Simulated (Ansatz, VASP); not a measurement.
**Cross-check of BaTiO3 between VASP and Ansatz**

Wanted: the spread between two codes on one cell, functional and k mesh.

Main program and level: Ansatz 0.2.0; plane waves, with VASP 6.6.1 beside it; single point at PBE.

The database entry behind the starting cell differs from later determinations by our own check (c/a about 0.6 % short), so it need not match the best structure at ambient conditions.

### 1. The structure

The structure is tetragonal, space group P4mm (No. 99). The conventional cell has a = 4.000 Å, b = 4.000 Å, c = 4.018 Å, α = 90.00°, β = 90.00°, γ = 90.00°. Nearest to Ba lie 12 O at 2.79 to 2.88 Å. Nearest to Ti lie 6 O at 1.89 to 2.13 Å. Nearest to O lie 2 Ti at 2.00 Å and 4 Ba at 2.79 to 2.88 Å. Nearest to O lie 2 Ti at 1.89 to 2.13 Å and 4 Ba at 2.83 Å. Farther neighbours and most contacts between anions are not listed.

### 2. VASP: single point, PBE

A single point gives forces, pressure and levels at one fixed geometry, so differences don't come from the geometry; what else differs is listed under the comparison.

Lines of VASP's logs that name or quote its potential files are left out, and so is its time.

File INCAR:

```
SYSTEM = BaTiO3
PREC = Accurate
ENCUT = 520
EDIFF = 1E-07
NELM = 100
ISMEAR = 0
SIGMA = 0.01
LREAL = .FALSE.
ALGO = Normal
GGA = PE
NBANDS = 26
LORBIT = 11
LWAVE = .FALSE.
LCHARG = .FALSE.
KPAR = 2
```

File POSCAR:

```
BaTiO3
1.0
    3.9998000000      0.0000000000      0.0000000000
    0.0000000000      3.9998000000      0.0000000000
    0.0000000000      0.0000000000      4.0180000000
Ba Ti O
1 1 3
Direct
    0.0000000000      0.0000000000      0.0000000000
    0.5000000000      0.5000000000      0.4900000000
    0.0000000000      0.5000000000      0.5170000000
    0.5000000000      0.0000000000      0.5170000000
    0.5000000000      0.5000000000      0.0190000000
```

File KPOINTS:

```
Automatic mesh
0
Gamma
5 5 5
0 0 0
```

PAW data sets: Ba_sv, Ti_sv and O (PBE family, release 64).

The run is started by

```bash
mpirun -np 2 vasp_std
```

Numbers of over 12 decimals in the logs are rounded to 6 here.

What it wrote:

```text
[banner, memory and clock lines left out]
running    2 mpi-ranks, on    1 nodes
 distrk:  each k-point on    1 cores,    2 groups
 distr:  one band on    1 cores,    1 groups

 POSCAR found type information on POSCAR BaTiO
 POSCAR found :  3 types and       5 ions
 LDA part: xc-table for (Slater+PW92), standard interpolation
 POSCAR, INCAR and KPOINTS ok, starting setup
 FFT: planning ... GRIDC
 FFT: planning ... GRID_SOFT
 FFT: planning ... GRID
 WAVECAR not read
 entering main loop
       N       E                     dE             d eps       ncg     rms          rms(c)
DAV:   1     0.451499801484E+03    0.45150E+03   -0.20915E+04   936   0.167E+03
DAV:   2     0.250378668896E+01   -0.44900E+03   -0.43487E+03  1080   0.461E+02
DAV:   3    -0.487255149544E+02   -0.51229E+02   -0.50601E+02  1364   0.144E+02
DAV:   4    -0.508183877143E+02   -0.20929E+01   -0.20899E+01  1328   0.266E+01
DAV:   5    -0.508925384150E+02   -0.74151E-01   -0.74110E-01  1302   0.371E+00    0.231E+01
DAV:   6    -0.401276950349E+02    0.10765E+02   -0.66322E+01  1384   0.718E+01    0.986E+00
DAV:   7    -0.401353787305E+02   -0.76837E-02   -0.11063E+01  1208   0.242E+01    0.662E+00
DAV:   8    -0.399671732568E+02    0.16821E+00   -0.80452E-01  1234   0.807E+00    0.325E+00
DAV:   9    -0.399964625041E+02   -0.29289E-01   -0.30806E-01  1284   0.454E+00    0.128E+00
DAV:  10    -0.399817032327E+02    0.14759E-01   -0.85382E-02  1166   0.315E+00    0.450E-01
DAV:  11    -0.399800380886E+02    0.16651E-02   -0.88531E-03  1258   0.692E-01    0.118E-01
DAV:  12    -0.399799761131E+02    0.61975E-04   -0.57051E-04  1178   0.170E-01    0.370E-02
DAV:  13    -0.399799448035E+02    0.31310E-04   -0.16733E-04  1092   0.137E-01    0.144E-02
DAV:  14    -0.399799448890E+02   -0.85542E-07   -0.40101E-05  1446   0.449E-02    0.898E-03
DAV:  15    -0.399799461864E+02   -0.12974E-05   -0.17548E-05  1404   0.372E-02    0.123E-02
DAV:  16    -0.399799446507E+02    0.15357E-05   -0.78913E-06  1278   0.284E-02    0.351E-03
DAV:  17    -0.399799446017E+02    0.49040E-07   -0.12397E-06  1158   0.119E-02    0.153E-03
DAV:  18    -0.399799445760E+02    0.25645E-07   -0.68442E-08   598   0.282E-03
   1 F= -.39979945E+02 E0= -.39979945E+02  d E =-.150523E-72
```

OUTCAR, selected parts (step 2):

```text
ion  position               nearest neighbor table
   1  0.000  0.000  0.000-   3 2.79   4 2.79   3 2.79   4 2.79   5 2.83   5 2.83   5 2.83   5 2.83
                             4 2.88   3 2.88   4 2.88   3 2.88   2 3.45   2 3.45   2 3.45   2 3.45
   2  0.500  0.500  0.490-   5 1.89   4 2.00   3 2.00   4 2.00   3 2.00   5 2.13   1 3.45   1 3.45
                             1 3.45   1 3.45   1 3.49   1 3.49   1 3.49   1 3.49
   3  0.000  0.500  0.517-   2 2.00   2 2.00   1 2.79   1 2.79   1 2.88   1 2.88
   4  0.500  0.000  0.517-   2 2.00   2 2.00   1 2.79   1 2.79   1 2.88   1 2.88
   5  0.500  0.500  0.019-   2 1.89   2 2.13   1 2.83   1 2.83   1 2.83   1 2.83

  LATTYP: Found a simple tetragonal cell.
 ALAT       =     3.9998000000
 C/A-ratio  =     1.0045502275

 Subroutine GETGRP returns: Found  8 space group operations
 (whereof  8 operations were pure point group operations)

The static configuration has the point symmetry C_4v.

 Found     18 irreducible k-points:

   k-points           NKPTS =     18   k-points in BZ     NKDIM =     18   number of bands    NBANDS=     26

   dimension x,y,z NGX =    30 NGY =   30 NGZ =   30
   dimension x,y,z NGXF=    60 NGYF=   60 NGZF=   60

   ENCUT  =  520.0 eV  38.22 Ry    6.18 a.u.   7.44  7.44  7.47*2*pi/ulx,y,z

   NELECT =      40.0000    total number of electrons

 k-points in reciprocal lattice and weights: Automatic mesh
   0.00000000  0.00000000  0.00000000       0.008
   0.20000000  0.00000000  0.00000000       0.032
   0.40000000  0.00000000  0.00000000       0.032
   0.20000000  0.20000000  0.00000000       0.032
   0.40000000  0.20000000  0.00000000       0.064
   0.40000000  0.40000000  0.00000000       0.032
   0.00000000  0.00000000  0.20000000       0.016
   0.20000000  0.00000000  0.20000000       0.064
   0.40000000  0.00000000  0.20000000       0.064
[...]
0.40000000  0.20000000  0.40000000       0.128
   0.40000000  0.40000000  0.40000000       0.064

 average (electrostatic) potential at core
       1 -32.8633       2 -76.9262       3 -69.6540       4 -69.6540       5 -69.7679

 E-fermi :   3.8152

 k-point     1 :       0.0000    0.0000    0.0000
  band No.  band energies     occupation
    ...
     16       2.6198      2.00000
     17       2.7133      2.00000
     18       3.5417      2.00000
     19       3.5567      2.00000
     20       3.5567      2.00000
     21       5.6152      0.00000
     22       5.8315      0.00000
     23       5.8315      0.00000
     24       7.8116      0.00000
     25       7.9076      0.00000
    ...

 k-point     2 :       0.2000    0.0000    0.0000
  band No.  band energies     occupation
    ...
     16       2.3024      2.00000
     17       2.4356      2.00000
     18       2.8410      2.00000
     19       3.2721      2.00000
     20       3.3681      2.00000
     21       5.8713      0.00000
     22       6.3061      0.00000
     23       6.3387      0.00000
     24       7.8830      0.00000
     25       8.7161      0.00000
    ...

 k-point     3 :       0.4000    0.0000    0.0000
  band No.  band energies     occupation
    ...
     16       1.9833      2.00000
     17       2.0399      2.00000
     18       2.1745      2.00000
     19       2.9505      2.00000
     20       3.0518      2.00000
     21       5.9517      0.00000
     22       7.1906      0.00000
     23       7.2140      0.00000
     24       7.8763      0.00000
     25       9.5906      0.00000
    ...

  Total        1.5608184      1.5608184      1.9465607      0.0000000      0.0000000      0.0000000
  in kB       38.9024080     38.9024080     48.5167892      0.0000000      0.0000000      0.0000000
  external PRESSURE =      42.1072017 kB  Pullay stress =       0.0000000 kB

  energy-cutoff  :      520.00
  volume of cell :       64.28
      direct lattice vectors                 reciprocal lattice vectors
     3.999800000  0.000000000  0.000000000     0.250012501  0.000000000  0.000000000
     0.000000000  3.999800000  0.000000000     0.000000000  0.250012501  0.000000000
     0.000000000  0.000000000  4.018000000     0.000000000  0.000000000  0.248880040

 POSITION                                       TOTAL-FORCE (eV/Angst)
 -----------------------------------------------------------------------------------
      0.00000      0.00000      0.00000         0.000000      0.000000      0.074806
      1.99990      1.99990      1.96882         0.000000      0.000000     -0.128933
      0.00000      1.99990      2.07731        -0.000000      0.000000     -0.111353
      1.99990      0.00000      2.07731         0.000000      0.000000     -0.111353
      1.99990      1.99990      0.07634         0.000000     -0.000000      0.276833
 -----------------------------------------------------------------------------------
    total drift:                                0.000000      0.000000      0.000179

  FREE ENERGIE OF THE ION-ELECTRON SYSTEM (eV)
  ---------------------------------------------------
  free  energy   TOTEN  =       -39.9799445760 eV

  energy  without entropy=      -39.9799445760  energy(sigma->0) =      -39.97994458

 total charge
# of ion       s       p       d       tot
------------------------------------------
    1        2.008   5.652   0.330   7.991
    2        2.212   6.270   1.720  10.202
    3        1.564   3.468   0.000   5.032
    4        1.564   3.468   0.000   5.032
    5        1.566   3.468   0.000   5.035
--------------------------------------------------
tot          8.914  22.326   2.050  33.290

[... 3 further parts left out ...]
```

This run has no spin polarisation, so a moment on Ti, if there is one, isn't seen. LASPH is off, so gradient terms of the non-spherical density inside the spheres are left out; for open d or f shells this can shift gaps and moments. Harder data sets than Ba_sv exist (the GW ones), and pressures, volumes and forces can shift noticeably with them.

### 3. Ansatz: single point, PBE

Ansatz runs on its default PAW (the set named soft_2) files.

The same cell, functional, mesh and smearing now go to Ansatz, which takes its cutoff from its data sets.

File input.yaml:

```yaml
crystal:
  lattice:
    - [3.9998, 0.0, 0.0]
    - [0.0, 3.9998, 0.0]
    - [0.0, 0.0, 4.018]
  atoms:
    - { symbol: Ba, position: [0.0, 0.0, 0.0] }
    - { symbol: Ti, position: [0.5, 0.5, 0.49] }
    - { symbol: O, position: [0.0, 0.5, 0.517] }
    - { symbol: O, position: [0.5, 0.0, 0.517] }
    - { symbol: O, position: [0.5, 0.5, 0.019] }
hamiltonian:
  xc: pbe
  pseudopotentials: { kind: paw }
kpoints:
  mp_grid: { grid: [5, 5, 5] }
scf:
  occupations: { method: gaussian, width: 0.01 }
  n_extra_bands: 5
output:
  forces: true
  stress: true
  eigenvalues: true
```

The run is started by

```bash
ansatz run input.yaml --threads 2 --pin off --max-ram 4608MiB --backend cpu --events-out ev --progress --plain --runs-dir out
```

What it wrote:

```text
scf.n_extra_bands = 5 over 20 filled bands (N_el = 40.0): the run solves 25 bands
Engine: ansatz 0.2.0, aarch64-unknown-linux-gnu
Pseudopotentials: kind: paw
Pseudopotential: Ba, paw, valence charge 10, recommended cutoff 420 eV (normal), Ba.paw.azcp
Pseudopotential: Ti, paw, valence charge 12, recommended cutoff 420 eV (normal), Ti.paw.azcp
Pseudopotential: O, paw, valence charge 6, recommended cutoff 420 eV (normal), O.paw.azcp
Functional definition: PBE
  parameter kappa = 0.804
  parameter beta = 0.066725
  exchange = pbe_x(kappa = kappa, mu = beta*pi^2/3)
  correlation = pbe_c(beta = beta)
Crystal: 5 atoms, lattice volume = 64.282 Å³
Basis set: ecut = 420 eV, 1237 PW (Γ), exchange–correlation on 54×54×54 points (8 copies of the dense FFT grid, shifted against one another)
Bands: 25, of which v1, the nominal top of the filled ones, is band 20 counted from 1 (19 counted from 0)
Symmetry: 8 space group operations
Space group: P4mm (ITA 99), of the structure as read, at distance tolerance 4.0e-5 Å
k-points: 18 of 125 (time reversal used)
Non-local potential: Ba, projectors of the file, l = 0: 3, l = 1: 2, l = 2: 2, l = 3: 2
Non-local potential: Ti, projectors of the file, l = 0: 3, l = 1: 2, l = 2: 3, l = 3: 1
Non-local potential: O, projectors of the file, l = 0: 2, l = 1: 2, l = 2: 1
PAW form: soft (Blöchl's): semilocal exchange-correlation on the pseudo side does not see the compensation charge
PAW one-centre angular grid: Ba, 194 points (default); XC on 64 Gauss nodes
PAW one-centre angular grid: Ti, 590 points (default); XC on 64 Gauss nodes
PAW one-centre angular grid: O, 110 points (default); XC on 64 Gauss nodes
Initial density: superposition of atomic densities (neutral atoms: chi_scale 0, normalization atom), corrected by the library's trained network
Initial wavefunctions: pseudopotential atomic-orbital guess
Functional: x = pbe(κ = 0.804, μ = 0.219515), c = pbe(β = 0.066725)
SCF iter   1: F=—  HF=-10159.576503 eV  |F-HF|=—  |Δ(HF+E_count)|=         —  Δρ=1.54e-3  dr2=8.92e-4  ethr=1.77e-3  ⟨swp⟩=6.1  Hψ=2248  notcnv=0
preconditioner: auto → Resta (q_TF=auto, 2.521 Å⁻¹)  ε∞=5.9  [insulator: Δε(μ)=1.975 eV  Ē_g=11.890 eV  σ=0.010 eV  W_gap=1.00  n_scr=18 (ndim 8)  ℏωp=26.2 eV  f_vac=0.000  D(μ)=0.00/eV (n_scr^D=0)  ε∞_Penn≈5.9]
SCF iter   2: F=—  HF=-10159.576828 eV  |F-HF|=—  |Δ(HF+E_count)|=   3.24e-4  Δρ=7.50e-4  dr2=2.29e-4  ethr=2.23e-6  ⟨swp⟩=2.1  Hψ=1022  notcnv=0  defer=17
SCF iter   3: F=—  HF=-10159.576974 eV  |F-HF|=—  |Δ(HF+E_count)|=   1.46e-4  Δρ=1.05e-4  dr2=1.26e-5  ethr=5.74e-7  ⟨swp⟩=2.2  Hψ=629  notcnv=0  defer=17
SCF iter   4: F=—  HF=-10159.576241 eV  |F-HF|=—  |Δ(HF+E_count)|=   7.33e-4  Δρ=5.47e-5  dr2=2.24e-6  ethr=3.16e-8  ⟨swp⟩=2.0  Hψ=838  notcnv=0  defer=17
SCF iter   5: F=—  HF=-10159.576241 eV  |F-HF|=—  |Δ(HF+E_count)|=   1.18e-7  Δρ=1.70e-5  dr2=1.03e-7  ethr=5.59e-9  ⟨swp⟩=2.4  Hψ=713  notcnv=0  defer=17
SCF iter   6: F=-10159.576241 eV  HF=-10159.576241 eV  |F-HF|=1.10e-9  |Δ(HF+E_count)|=   4.26e-8  Δρ=3.74e-6  dr2=5.54e-9  ethr=2.50e-10  ⟨swp⟩=8.1  Hψ=2091  notcnv=0
SCF 1 converged in 6 iterations: F = -10159.576241 eV  dr2 = 5.54e-9
  greatest PAW one-centre occupation: 0.999 electrons in one spin orbital (limit 2), on the Ti atom at site 1 (counted from 0), in its partial waves of l = 0
SCF converged after 6 iterations
Free energy (F): -10159.576241 eV
Harris-Foulkes:  -10159.576241 eV  (|F-HF|=1.10e-9)
Internal energy: -10159.576241 eV  (E = F + TS)
E sigma→0 (E₀):  -10159.576241 eV
Fermi energy:    11.141399 eV
--- Per-component energies (eV) ---
  E_band       = -141.299431
  E_kinetic    = 970.193813
  E_local      = -2101.858393  (includes V_loc(G=0)·N_el)
  E_nonlocal   = 203.553194
  E_hartree    = 820.997626
  E_xc         = -491.545462
  E_vxc        = -546.243144  (∫ρ·V_xc dr)
  E_paw        = -6744.546495  (= ΣΔE_a)
  E_vpaw       = -308.948231  (= ΣTr[D̂ρ^β])
  E_aug_tail   = 0.007416  (compensation charges beyond the density's cutoff)
  E_ewald      = -2816.377938
  E_smearing   = -0.000000  (= −TS)
  E_closure    = 0.000000  (closes the sum)
  Σ components = -10159.576241   (vs F -10159.576241, Δ=0.00e0)
--- Forces (eV/Å), atoms counted from 1 ---
  atom   1  Ba     0.00000000     0.00000000     0.04126937
  atom   2  Ti    -0.00000000     0.00000000    -0.16642684
  atom   3  O     -0.00000000    -0.00000000    -0.09577010
  atom   4  O     -0.00000000     0.00000000    -0.09577010
  atom   5  O      0.00000000     0.00000000     0.31669484
  max |Σ_I F_I| component: 2.82e-6 eV/Å
--- Stress (GPa, compression-positive) ---
        2.126418       0.000000       0.000000
        0.000000       2.126418       0.000000
        0.000000       0.000000       3.026624
  P = ⅓ Tr σ = 2.4265 GPa (24.265 kbar)
--- Band table (eV; the first three rows and the last of 18) ---
  k-point 0: bands = [... 16 lower, 9.1491, 10.0360, 10.0503, 10.0503, 12.1370, 12.3482, 12.3482, 14.3294, ... 1 higher]
  k-point 1: bands = [... 16 lower, 8.8645, 9.3128, 9.8917, 9.8917, 12.1798, 12.9375, 12.9375, 14.3285, ... 1 higher]
  k-point 2: bands = [... 16 lower, 8.4713, 8.5189, 9.6715, 9.6715, 12.2515, 13.7600, 13.7600, 14.3292, ... 1 higher]
  k-point 17: bands = [... 16 lower, 7.9169, 9.9810, 10.0150, 10.1421, 14.3183, 14.3310, 14.3463, 17.1506, ... 1 higher]
```

Elapsed: 2 s, on 2 threads of Arm Neoverse V2, shared host; peak memory 0.34 GiB.

In the SCF lines HF is the Harris–Foulkes energy and dr2 the Hartree energy of the density residual, in eV; the loop may stop once dr2 is under the threshold and the program's other checks hold. Hψ counts applications of the Hamiltonian.

The run ends at a pressure of 2.43 GPa, with forces up to 0.32 eV/Å.

### 4. Comparison

Known differences besides the potentials themselves: the cutoff is 420 eV in Ansatz and 520 eV in VASP; VASP leaves aspherical gradient terms in its spheres out (LASPH is not set), Ansatz keeps them. Total energies have different zeros and are not compared.

Both answers:

| quantity | Ansatz | VASP | difference |
| --- | --- | --- | --- |
| pressure (GPa) | 2.43 | 4.21 | -1.78 |
| pressure without Ansatz's Pulay correction (GPa) | 1.88 | 4.21 | -2.33 |
| gap on the k mesh (eV) | 1.991 | 1.926 | +0.065 |

Forces (eV/Å; atoms numbered as in POSCAR):

| atom | Ansatz x, y, z | VASP x, y, z |
| --- | --- | --- |
| Ba1 | 0.000, 0.000, 0.041 | 0.000, 0.000, 0.075 |
| Ti2 | 0.000, 0.000, -0.166 | 0.000, 0.000, -0.129 |
| O3 | 0.000, 0.000, -0.096 | 0.000, 0.000, -0.111 |
| O4 | 0.000, 0.000, -0.096 | 0.000, 0.000, -0.111 |
| O5 | 0.000, 0.000, 0.317 | 0.000, 0.000, 0.277 |

The forces differ by 18 meV/Å r.m.s., which is 19.3 % of the r.m.s. force of 0.09 eV/Å (both taken over all components). A gap on the mesh is an upper bound, since the band edges may lie between its points. Ansatz's pressure holds a Pulay correction of 0.55 GPa; VASP's holds none.

### 5. Further runs

Further runs change the set-up of one program: Ansatz's method, potentials or start, or VASP's data sets, cutoff or form of LDA. The table gives Ansatz less VASP for each quantity, since a change that brings one quantity closer may part another.

| run | r.m.s. force difference (meV/Å) | pressure (GPa) | gap on the k mesh (eV) |
| --- | --- | --- | --- |
| as above | 18 | -1.8 | 0.065 |
| Ansatz's all-electron LAPW method | 18 | -1.8 | 0.059 |
| Ansatz's larger PAW set (cutoff 910 eV) | 18 | -1.8 | 0.059 |
| norm-conserving potentials (cutoff 1240 eV) | 16 | -1.9 | 0.064 |

### 6. Outcome

```json
{"r.m.s. force difference (single point, PBE)": "18 meV/Å", "difference in pressure (single point, PBE)": "-1.8 GPa", "difference in gap on the k mesh (single point, PBE)": "0.065 eV"}
```

The difference in pressure is -1.8 GPa (single point, PBE), beyond the 1 GPa picked in this series as the mark of a large difference. By the marks of this series, far apart in the single point, PBE pair: the r.m.s. force difference, 18 meV/Å and the difference in pressure, -1.8 GPa. For single point, PBE, no further run moves any of the tabulated differences by more than a quarter of its size. Such differences can come from data sets, numerical settings and the points named under the comparisons, not from the functional's error against experiment.

[Lines on the potential files, build, host, timing and source positions are cut from VASP's logs without a mark.]

[Logs are printed without paths, hosts, clocks, repeated set-up lines and the standing remarks that a program may print on its own settings, such as how far it seeks lower states.]

[Hosts, paths, dates, database ids (printed as entryN), source tags and the programs' standing remarks are cut or masked in the printed files.]
